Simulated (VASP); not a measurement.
Energy against volume of Al₃Sc (L1_2). Computed with r2SCAN meta-GGA, VASP's PBE PAW potentials (set 64) (plane waves; VASP). Settings: 520 eV cut-off, 8×8×8 Γ-centred mesh, first-order Methfessel-Paxton smearing of 0.10 eV, potentials Sc_sv Al.

```
V (Å³/atom)  E (eV/atom)
-----------  -----------
16.533          -8.37244
17.044          -8.37737
17.555          -8.37319
18.067          -8.36119
```

### Question
Fit these four points and predict the energy of the run at 16.021 Å³/atom.

### Answer
A cubic in V^(−2/3), the third-order Birch-Murnaghan form, passes through the four points with V0 = 17.05 Å³/atom and B0 = 95 GPa, and gives -8.3568 eV/atom there. The run gave -8.3569 eV/atom, -0.1 meV/atom from the fit; all five points give B0 = 95 GPa.

The compound is Al3Sc in the L1_2 structure. It was relaxed first.
